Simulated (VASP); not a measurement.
The system is B2Pt.

```
CELL_PARAMETERS angstrom
0.00000 3.23434 3.23434
3.23434 0.00000 3.23434
3.23434 3.23434 0.00000
ATOMIC_POSITIONS crystal
B 0.12500 0.12500 0.12500
B 0.62500 0.12500 0.12500
B 0.12500 0.12500 0.62500
B 0.12500 0.62500 0.12500
Pt 0.50000 0.50000 0.50000
Pt 0.75000 0.75000 0.75000
```

The cell was built by a generator and needn't be a form met in nature.

- Program: VASP 6.6.1
- Task: relaxation of cell and atoms
- Functional: PBE
- Potentials or basis: VASP PAW PBE potentials, release 64 (B, Pt)
- Cutoff: 600 eV
- k mesh: 7 × 7 × 7
- Occupations: gaussian, width 0.05 eV
- Spin: no spin polarisation

At the start: pressure -27.5 GPa; volume 11.28 Å³/atom.

Task: How do energy, volume and symmetry change on relaxing?

Result: Over 4 steps the energy falls by 177.4 meV/atom and the volume is 9.54 Å³/atom (-15.4 %); space group Fd-3m (No. 227, to 0.05 Å).

The path:
```csv
step,energy change (eV),largest force (eV/Å),pressure (GPa),volume (Å³)
1,0.0000,0.0000,-27.55,67.67
2,-0.2420,0.0000,43.37,50.40
3,-1.0638,0.0000,-0.83,57.43
4,-1.0643,0.0000,0.01,57.24
```

Final structure:
```
B Pt
1.0
     0.00000    3.05877    3.05877
     3.05877    0.00000    3.05877
     3.05877    3.05877    0.00000
B Pt
4 2
Direct
  0.12500 0.12500 0.12500
  0.62500 0.12500 0.12500
  0.12500 0.12500 0.62500
  0.12500 0.62500 0.12500
  0.50000 0.50000 0.50000
  0.75000 0.75000 0.75000
```

Caveat: the volume moved by over 15 % at a fixed basis, so the end points are rough.
